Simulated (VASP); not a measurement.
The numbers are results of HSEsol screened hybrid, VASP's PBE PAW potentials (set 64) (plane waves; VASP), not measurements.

The input files of a VASP run:

### KPOINTS
```
Automatic
0
G
 6 6 6
0 0 0
```

INCAR:
```
PREC  =  Accurate
HFSCREEN  =  0.2   # 1/Angstrom
LHFCALC  =  T
ISYM  =  3
LWAVE  =  F
ENCUT  =  520   # plane-wave cut-off (eV)
SYSTEM  =  CdS
GGA  =  PS   # PBEsol
ALGO  =  Normal
SIGMA  =  0.05   # width (eV)
AEXX  =  0.25
LASPH  =  T
ISIF  =  2   # forces and stress, cell fixed
PRECFOCK  =  Fast
NELM  =  60   # most electronic steps
LREAL  =  F
ISMEAR  =  0   # Gaussian
LCHARG  =  F
LMAXMIX  =  4   # l cut-off of mixed one-centre charges
EDIFF  =  1E-6   # SCF stop (eV)
```

**POSCAR**
```
CdS
4.1122080
  0.0000000000   0.7071067951   0.7071067951
  0.7071067951   0.0000000000   0.7071067951
  0.7071067951   0.7071067951   0.0000000000
Cd S
1 1
Cart
  0.0000000000   0.0000000000   0.0000000000
  0.3535533975   0.3535533975   0.3535533975
```

POTCAR, in this order: Cd S (PBE.64 set). Program: vasp_std. Read from the step before: WAVECAR.

Output of the run:

### OSZICAR
```
       N       E                     dE             d eps       ncg     rms          rms(c)
DAV:   1    -0.809935229641E+01   -0.80994E+01   -0.30159E-01   421   0.542E+00    0.129E+00
DAV:   2    -0.810252624287E+01   -0.31739E-02   -0.26936E-02   481   0.245E+00    0.774E-01
DAV:   3    -0.810241804143E+01    0.10820E-03   -0.19733E-03   476   0.585E-01    0.492E-01
DAV:   4    -0.810239743373E+01    0.20608E-04   -0.16402E-04   481   0.127E-01    0.293E-01
DAV:   5    -0.810237052917E+01    0.26905E-04   -0.99753E-06   466   0.337E-02    0.177E-01
DAV:   6    -0.810236243843E+01    0.80907E-05   -0.62265E-06   456   0.221E-02    0.107E-01
DAV:   7    -0.810235975475E+01    0.26837E-05   -0.11084E-06   243   0.109E-02    0.649E-02
DAV:   8    -0.810235883490E+01    0.91985E-06   -0.32716E-07   218   0.633E-03
   1 F= -.81023588E+01 E0= -.81023588E+01  d E =-.213282E-14
```

### OUTCAR
```
------------------------ aborting loop because EDIFF is reached ----------------------------------------
  FORCE on cell =-STRESS in cart. coord.  units (eV):
  Direction    XX          YY          ZZ          XY          YZ          ZX
  --------------------------------------------------------------------------------------
  Total        0.1047508      0.1047508      0.1047508      0.0000000      0.0000000      0.0000000
  in kB        3.4131676      3.4131676      3.4131676      0.0000000      0.0000000      0.0000000
  external PRESSURE =       3.4131676 kB  Pullay stress =       0.0000000 kB
  volume of cell :       49.17
      direct lattice vectors                 reciprocal lattice vectors
     0.000000000  2.907770220  2.907770220    -0.171953064  0.171953064  0.171953064
     2.907770220  0.000000000  2.907770220     0.171953064 -0.171953064  0.171953064
     2.907770220  2.907770220  0.000000000     0.171953064  0.171953064 -0.171953064
  FREE ENERGIE OF THE ION-ELECTRON SYSTEM (eV)
  ---------------------------------------------------
  free  energy   TOTEN  =        -8.1023588349 eV

  energy  without entropy=       -8.1023588349  energy(sigma->0) =       -8.10235883

  exchange ACFDT corr.  =         0.00000000  see jH, gK, PRB 81, 115126
```
(Selected blocks of OUTCAR.)

### OUTCAR
```
 val. band max:        0.6531636034   @ k =   0.0000   0.0000   0.0000

 cond. band min:       2.7084825494   @ k =   0.0000   0.0000   0.0000


 Fermi energy:         0.9078030730

 k-point     1 :       0.0000    0.0000    0.0000
  band No.  band energies     occupation
      1     -12.9972      2.00000
      2      -8.2450      2.00000
      3      -8.2450      2.00000
      4      -8.2450      2.00000
      5      -7.7428      2.00000
      6      -7.7428      2.00000
      7       0.6532      2.00000
      8       0.6532      2.00000
      9       0.6532      2.00000
     10       2.7085      0.00000
     11       8.2840      0.00000
     12       8.2840      0.00000
     13       8.2840      0.00000

 k-point     2 :       0.1667    0.0000    0.0000
  band No.  band energies     occupation
      1     -12.8778      2.00000
      2      -8.2060      2.00000
      3      -8.2060      2.00000
      4      -8.1315      2.00000
      5      -7.7439      2.00000
      6      -7.7439      2.00000
      7      -0.9345      2.00000
      8       0.4259      2.00000
      9       0.4259      2.00000
     10       3.8973      0.00000
     11       7.9189      0.00000
     12       8.6332      0.00000
     13       8.6332      0.00000

 k-point     3 :       0.3333    0.0000    0.0000
  band No.  band energies     occupation
      1     -12.6397      2.00000
      2      -8.1418      2.00000
      3      -8.1418      2.00000
      4      -7.7276      2.00000
      5      -7.7276      2.00000
      6      -7.7233      2.00000
      7      -3.0808      2.00000
      8       0.0126      2.00000
      9       0.0126      2.00000
     10       4.6376      0.00000
     11       8.4893      0.00000
     12       8.8453      0.00000
     13       8.8453      0.00000

 k-point     4 :       0.5000    0.0000    0.0000
  band No.  band energies     occupation
      1     -12.5227      2.00000
      2      -8.1192      2.00000
      3      -8.1192      2.00000
...
```

The compound is CdS in the zinc blende structure, a metastable form; wurtzite is the usual one. This cell is one point of a volume scan, at 0.94 of the reference volume. The cell's shape comes from a PBE relaxation.
